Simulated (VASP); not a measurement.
Data:

```xyz
3
Lattice="3.2742 0.0000 0.0000 -1.6371 2.8355 0.0000 0.0000 0.0000 19.7224" Properties=species:S:1:pos:R:3 pbc="T T T"
W      1.6371     0.9452     9.8612
Se     0.0000     1.8904    11.5658
Se     0.0000     1.8904     8.1566
```

These are PBEsol GGA, VASP's PBE PAW potentials (set 64) (plane waves; VASP 6.6.1) values and carry that method's errors. Settings: PREC = Normal, EDIFF = 1E-5, 400 eV cut-off, 12×12×1 Γ-centred mesh, Gaussian smearing of 0.050 eV, potentials W_sv Se.

Question: The ions and cell shape at fixed volume are relaxed. Which structure does the run end with?

Answer: 
```xyz
3
Lattice="3.2715 0.0000 0.0000 -1.6358 2.8332 0.0000 0.0000 0.0000 19.7547" Properties=species:S:1:pos:R:3 pbc="T T T"
W      1.6358     0.9444     9.8773
Se     0.0000     1.8888    11.5525
Se     0.0000     1.8888     8.2021
```

Question: How much energy does the relaxation gain?

Answer: The energy (σ→0) changes by -5.2 meV/atom, in 6 ionic steps.

```json
[
 {"step": "1", "E(σ→0) (eV)": "-23.2186", "max force (eV/Å)": "0.514", "pressure (GPa)": "-0.93", "volume (Å³)": "183.11"},
 {"step": "2", "E(σ→0) (eV)": "-23.2301", "max force (eV/Å)": "0.123", "pressure (GPa)": "-0.12", "volume (Å³)": "183.11"},
 {"step": "3", "E(σ→0) (eV)": "-23.2322", "max force (eV/Å)": "0.062", "pressure (GPa)": "-0.34", "volume (Å³)": "183.11"},
 {"step": "4", "E(σ→0) (eV)": "-23.2322", "max force (eV/Å)": "0.073", "pressure (GPa)": "-0.36", "volume (Å³)": "183.11"},
 {"step": "5", "E(σ→0) (eV)": "-23.2332", "max force (eV/Å)": "0.053", "pressure (GPa)": "-0.26", "volume (Å³)": "183.11"},
 {"step": "6", "E(σ→0) (eV)": "-23.2343", "max force (eV/Å)": "0.008", "pressure (GPa)": "0.01", "volume (Å³)": "183.11"}
]
```

The cell is a sheet with vacuum, built from WSe2 (2H layered).
